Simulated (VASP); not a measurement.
OSZICAR of a VASP run on KI (rock salt):

OSZICAR:
```
       N       E                     dE             d eps       ncg     rms          rms(c)
DAV:   1     0.924743547263E+02    0.92474E+02   -0.63959E+03   480   0.112E+03
DAV:   2     0.194484589949E+00   -0.92280E+02   -0.85599E+02   588   0.246E+02
DAV:   3    -0.538761685650E+01   -0.55821E+01   -0.55554E+01   636   0.568E+01
DAV:   4    -0.564219192057E+01   -0.25458E+00   -0.25434E+00   904   0.106E+01
DAV:   5    -0.564301254836E+01   -0.82063E-03   -0.82061E-03   640   0.665E-01    0.298E+00
DAV:   6    -0.555839876995E+01    0.84614E-01   -0.12249E-01   592   0.220E+00    0.215E+00
DAV:   7    -0.555388575441E+01    0.45130E-02   -0.13440E-01   596   0.209E+00    0.804E-01
DAV:   8    -0.555942591700E+01   -0.55402E-02   -0.14882E-02   624   0.903E-01    0.107E-01
DAV:   9    -0.555990390327E+01   -0.47799E-03   -0.10740E-03   604   0.213E-01    0.698E-02
DAV:  10    -0.556010279611E+01   -0.19889E-03   -0.20284E-04   588   0.992E-02    0.212E-02
DAV:  11    -0.556012371612E+01   -0.20920E-04   -0.40439E-05   580   0.404E-02    0.127E-02
DAV:  12    -0.556012492019E+01   -0.12041E-05   -0.48200E-06   596   0.182E-02    0.118E-02
DAV:  13    -0.556012532431E+01   -0.40412E-06   -0.10790E-06   608   0.679E-03    0.373E-03
DAV:  14    -0.556012519886E+01    0.12545E-06   -0.83627E-08   460   0.249E-03    0.235E-04
DAV:  15    -0.556012519516E+01    0.36987E-08   -0.18248E-08   416   0.114E-03
   1 F= -.59676764E+01 E0= -.59676764E+01  d E =-.605251E-15
```

Task: Which electronic solver shows in the log?

Result: It is blocked Davidson (ALGO = Normal, or the opening steps of other solvers). The INCAR had ALGO = Normal.

Task: Can the final energy be trusted as converged?

Result: Self-consistency was reached. It stopped with EDIFF = 1E-7, NELM = 100 (PBE GGA with D3 dispersion (zero damping), plane waves, VASP's PBE PAW potentials (set 64)).

The compound is KI in the rock salt structure. It was relaxed first.
